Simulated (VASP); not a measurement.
Method: r2SCAN+rVV10, VASP's PBE PAW potentials (set 64) (plane waves; VASP).

VASP input:

### POSCAR
```
Zr
1
   -1.8100000000     1.8100000000     1.8100000000
    1.8100000000    -1.8100000000     1.8100000000
    1.8100000000     1.8100000000    -1.8100000000
Zr
1
Direct
  0.0000000000   0.0000000000   0.0000000000
```

### INCAR
```
# general
SYSTEM    =  Zr
PREC      =  Accurate
ENCUT     =  400
LREAL     =  F
LASPH     =  T

# electronic loop
EDIFF     =  1E-6   # SCF stop (eV)
NELM      =  100   # most electronic steps
ALGO      =  Normal   # blocked Davidson
LMAXMIX   =  4   # l cut-off of mixed one-centre charges
LMIXTAU   =  T

# smearing
ISMEAR    =  1
SIGMA     =  0.1

# functional
METAGGA   =  R2SCAN
LUSE_VDW  =  T
BPARAM    =  11.95
CPARAM    =  0.0093

# ions
IBRION    =  2
NSW       =  60
ISIF      =  3   # ions, shape and volume
EDIFFG    =  -0.01   # ionic stop

# output
LWAVE     =  F
LCHARG    =  F
```

File KPOINTS:
```
Automatic mesh
0
Gamma
13 13 13
0 0 0
```

POTCAR, in this order: Zr_sv (PBE.64 set). Program: vasp_std.

The run wrote:

OUTCAR:
```
 ion  position               nearest neighbor table
   1  0.000  0.000  0.000-
  LATTYP: Found a body centered cubic cell.
 ALAT       =     3.6200000000
 Subroutine PRICEL returns:
 Original cell was already a primitive cell.
 Subroutine GETGRP returns: Found 48 space group operations
The static configuration has the point symmetry O_h .
The dynamic configuration has the point symmetry O_h .
 Subroutine INISYM returns: Found 48 space group operations
 Subroutine IBZKPT returns following result:
 Found     84 irreducible k-points:

 Following reciprocal coordinates:
            Coordinates               Weight
  0.000000  0.000000  0.000000      1.000000
  0.076923  0.000000  0.000000     12.000000
  0.153846  0.000000  0.000000     12.000000
  0.230769  0.000000  0.000000     12.000000
  0.307692  0.000000  0.000000     12.000000
  0.384615  0.000000  0.000000     12.000000
  0.461538  0.000000  0.000000     12.000000
  0.076923  0.076923  0.000000     24.000000
  0.153846  0.076923  0.000000     48.000000
  0.230769  0.076923  0.000000     48.000000
...
```

File OSZICAR:
```
       N       E                     dE             d eps       ncg     rms          rms(c)
DAV:   1     0.547469353166E+02    0.54747E+02   -0.63795E+03  1690   0.101E+03
DAV:   2    -0.259087811804E+02   -0.80656E+02   -0.79089E+02  1852   0.282E+02
DAV:   3    -0.290226792212E+02   -0.31139E+01   -0.30351E+01  2504   0.453E+01
DAV:   4    -0.291055695276E+02   -0.82890E-01   -0.82696E-01  2030   0.710E+00
DAV:   5    -0.291093556514E+02   -0.37861E-02   -0.37855E-02  2382   0.934E-01    0.125E+01
DAV:   6    -0.214874808983E+02    0.76219E+01   -0.46521E+00  2252   0.197E+01    0.235E+00
DAV:   7    -0.228341238608E+02   -0.13466E+01   -0.32391E-01  1768   0.681E+00    0.132E+00
DAV:   8    -0.217773867574E+02    0.10567E+01   -0.10092E+00  1878   0.923E+00    0.150E+00
DAV:   9    -0.223891576743E+02   -0.61177E+00   -0.82431E-01  1798   0.697E+00    0.594E-01
DAV:  10    -0.223931420587E+02   -0.39844E-02   -0.11919E-02  1910   0.136E+00    0.421E-01
DAV:  11    -0.223936181334E+02   -0.47607E-03   -0.46484E-04  2270   0.170E-01    0.408E-01
DAV:  12    -0.224056425487E+02   -0.12024E-01   -0.54364E-03  1720   0.847E-01    0.333E-01
DAV:  13    -0.224103128443E+02   -0.46703E-02   -0.36222E-03  1700   0.717E-01    0.323E-01
DAV:  14    -0.224054120011E+02    0.49008E-02   -0.39423E-03  1780   0.710E-01    0.448E-01
DAV:  15    -0.224055219506E+02   -0.10995E-03   -0.51180E-04  2028   0.257E-01    0.536E-01
DAV:  16    -0.224055550824E+02   -0.33132E-04   -0.38279E-05  2408   0.616E-02    0.559E-01
DAV:  17    -0.224050505570E+02    0.50453E-03   -0.79471E-04  1824   0.335E-01    0.325E-01
DAV:  18    -0.224050168779E+02    0.33679E-04   -0.27349E-04  2512   0.174E-01    0.207E-01
DAV:  19    -0.224049246499E+02    0.92228E-04   -0.10199E-04  2116   0.118E-01    0.117E-01
DAV:  20    -0.224049008363E+02    0.23814E-04   -0.10531E-04  1880   0.113E-01    0.523E-02
DAV:  21    -0.224048609730E+02    0.39863E-04   -0.93062E-05  1896   0.941E-02    0.115E-02
DAV:  22    -0.224048637897E+02   -0.28167E-05   -0.12364E-05  1798   0.408E-02    0.328E-03
DAV:  23    -0.224048599639E+02    0.38258E-05   -0.19584E-06  1558   0.145E-02    0.407E-03
DAV:  24    -0.224048632655E+02   -0.33015E-05   -0.31389E-07   882   0.686E-03    0.247E-03
DAV:  25    -0.224048613999E+02    0.18655E-05   -0.69686E-08   872   0.355E-03    0.189E-03
DAV:  26    -0.224048625680E+02   -0.11680E-05   -0.59401E-08   870   0.269E-03    0.107E-03
DAV:  27    -0.224048618992E+02    0.66877E-06   -0.34686E-08   864   0.175E-03
   1 F= -.22404862E+02 E0= -.22404926E+02  d E =-.224049E+02
       N       E                     dE             d eps       ncg     rms          rms(c)
DAV:   1    -0.230393461180E+02   -0.63448E+00   -0.22417E+01  1858   0.563E+01    0.837E+00
DAV:   2    -0.224301253270E+02    0.60922E+00   -0.14473E+00  1858   0.145E+01    0.203E+00
DAV:   3    -0.223523466294E+02    0.77779E-01   -0.59797E-01  2028   0.748E+00    0.149E+00
DAV:   4    -0.223633865034E+02   -0.11040E-01   -0.86540E-02  2718   0.288E+00    0.701E-01
DAV:   5    -0.223981071978E+02   -0.34721E-01   -0.36892E-02  1746   0.223E+00    0.350E-01
DAV:   6    -0.224042906723E+02   -0.61835E-02   -0.33613E-02  2808   0.165E+00    0.179E-01
DAV:   7    -0.224076763594E+02   -0.33857E-02   -0.55571E-03  1844   0.905E-01    0.802E-02
DAV:   8    -0.224077495569E+02   -0.73197E-04   -0.13184E-03  2408   0.227E-01    0.402E-02
DAV:   9    -0.224077201715E+02    0.29385E-04   -0.20686E-05  1774   0.547E-02    0.116E-02
DAV:  10    -0.224077248479E+02   -0.46764E-05   -0.13015E-06  1122   0.147E-02    0.726E-03
DAV:  11    -0.224077311378E+02   -0.62899E-05   -0.77277E-06  2662   0.241E-02    0.255E-03
DAV:  12    -0.224077316032E+02   -0.46543E-06   -0.25178E-07   932   0.615E-03
   2 F= -.22407732E+02 E0= -.22406815E+02  d E =-.286970E-02
       N       E                     dE             d eps       ncg     rms          rms(c)
DAV:   1    -0.225491798128E+02   -0.14145E+00   -0.49231E+00  1824   0.268E+01    0.360E+00
DAV:   2    -0.224161709343E+02    0.13301E+00   -0.38336E-01  1866   0.753E+00    0.101E+00
DAV:   3    -0.224045913679E+02    0.11580E-01   -0.14966E-01  1882   0.355E+00    0.606E-01
DAV:   4    -0.224087641275E+02   -0.41728E-02   -0.13693E-02  1764   0.126E+00    0.313E-01
DAV:   5    -0.224124756233E+02   -0.37115E-02   -0.12681E-02  1968   0.116E+00    0.135E-01
DAV:   6    -0.224163075147E+02   -0.38319E-02   -0.48623E-03  2552   0.707E-01    0.561E-02
DAV:   7    -0.224166337023E+02   -0.32619E-03   -0.67788E-04  1974   0.292E-01    0.373E-02
DAV:   8    -0.224166326329E+02    0.10693E-05   -0.47852E-05  2298   0.605E-02    0.834E-03
DAV:   9    -0.224166404114E+02   -0.77784E-05   -0.68653E-06  2502   0.188E-02    0.580E-03
DAV:  10    -0.224166387496E+02    0.16617E-05   -0.71880E-07  1050   0.837E-03    0.202E-03
DAV:  11    -0.224166400686E+02   -0.13190E-05   -0.65810E-07   870   0.972E-03    0.489E-04
DAV:  12    -0.224166400231E+02    0.45557E-07   -0.63203E-08   862   0.265E-03
   3 F= -.22416640E+02 E0= -.22416035E+02  d E =-.117781E-01
```

**OUTCAR**
```
------------------------ aborting loop because EDIFF is reached ----------------------------------------
  FORCE on cell =-STRESS in cart. coord.  units (eV):
  Direction    XX          YY          ZZ          XY          YZ          ZX
  --------------------------------------------------------------------------------------
  Total       -0.0020152     -0.0020152     -0.0020152      0.0000000      0.0000000     -0.0000000
  in kB       -0.1420862     -0.1420862     -0.1420862      0.0000000      0.0000000     -0.0000000
  external PRESSURE =      -0.1420862 kB  Pullay stress =       0.0000000 kB
  volume of cell :       22.72
      direct lattice vectors                 reciprocal lattice vectors
    -1.784326970  1.784326970  1.784326970     0.000000000  0.280217700  0.280217700
     1.784326970 -1.784326970  1.784326970     0.280217700  0.000000000  0.280217700
     1.784326970  1.784326970 -1.784326970     0.280217700  0.280217700  0.000000000
 POSITION                                       TOTAL-FORCE (eV/Angst)
 -----------------------------------------------------------------------------------
      0.00000     -0.00000      0.00000         0.000000     -0.000000      0.000000
 -----------------------------------------------------------------------------------
    total drift:                                0.000000     -0.000000      0.000000
  FREE ENERGIE OF THE ION-ELECTRON SYSTEM (eV)
  ---------------------------------------------------
  free  energy   TOTEN  =       -22.4166400231 eV

  energy  without entropy=      -22.4148246733  energy(sigma->0) =      -22.41603491

 reached required accuracy - stopping structural energy minimisation
```
(Selected blocks of OUTCAR.)

**CONTCAR**
```
Zr
   1.00000000000000
    -1.7843269697867641    1.7843269697867641    1.7843269697867641
     1.7843269697867641   -1.7843269697867641    1.7843269697867641
     1.7843269697867641    1.7843269697867641   -1.7843269697867641
  Zr
     1
Direct
     0.0000000000000000    0.0000000000000000    0.0000000000000000
```

Energy and stress use the plane-wave basis of the starting cell.

The structure comes from a measured Zr entry (Im-3m) of the Crystallography Open Database, whose conditions weren't checked. This run relaxes it. Symmetry was kept, so distortions that lower it aren't found.
